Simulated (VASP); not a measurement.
The input files of a VASP run:

### KPOINTS
```
Automatic mesh
0
Gamma
7 7 7
0 0 0
```

**INCAR**
```
LREAL=.FALSE.
ISMEAR=0
NSW=60   ! most ionic steps
ALGO=Normal
LCHARG=.FALSE.
SIGMA=0.05
ISIF=3
GGA=PS   ! PBEsol
LASPH=.TRUE.   ! aspherical one-centre terms
LMAXMIX=4
ENCUT=520   ! plane-wave cut-off (eV)
LWAVE=.FALSE.
EDIFFG=-0.01
PREC=Accurate
IBRION=2   ! conjugate gradients
NELM=100   ! most electronic steps
EDIFF=1E-6   ! SCF stop (eV)
SYSTEM=SrO
```

File POSCAR:
```
SrO
1
    0.0000000000     2.8188000000     2.8188000000
    2.8188000000     0.0000000000     2.8188000000
    2.8188000000     2.8188000000     0.0000000000
Sr O
1 1
Direct
  0.0000000000   0.0000000000   0.0000000000
  0.5000000000   0.5000000000   0.5000000000
```

POTCAR, in this order: Sr_sv O (PBE.64 set). Program: vasp_std.

Problem. Write an equivalent input for Ansatz.

Solution. One equivalent input (not run):
Ansatz 0.2 input:
```yaml
crystal:
  lattice:
    - [0.0000000, 2.8188000, 2.8188000]
    - [2.8188000, 0.0000000, 2.8188000]
    - [2.8188000, 2.8188000, 0.0000000]
  atoms:
    - { symbol: Sr, position: [0.0000000, 0.0000000, 0.0000000] }
    - { symbol: O, position: [0.5000000, 0.5000000, 0.5000000] }
kpoints:
  mp_grid: { grid: [7, 7, 7] }
hamiltonian:
  xc: pbesol
  pseudopotentials: { kind: paw }
scf:
  occupations: { method: gaussian, width: 0.05 }
  max_iter: 100
relax:
  max_steps: 60
  f_tol: 0.01
  cell: {}
output: { forces: true, stress: true, eigenvalues: true }
```
What does not carry over: each code has its own PAW files, so the cut-off isn't converted (ENCUT is set for VASP's; basis.ecutwfc is left out, and Ansatz then takes the one that its files recommend); Ansatz stops its SCF on the density residual and VASP on the energy change (EDIFF).

The structure was generated: SrO was put into the rock salt type (Fm-3m), which need not be its known phase. This run relaxes it. Symmetry was kept, so distortions that lower it aren't found.
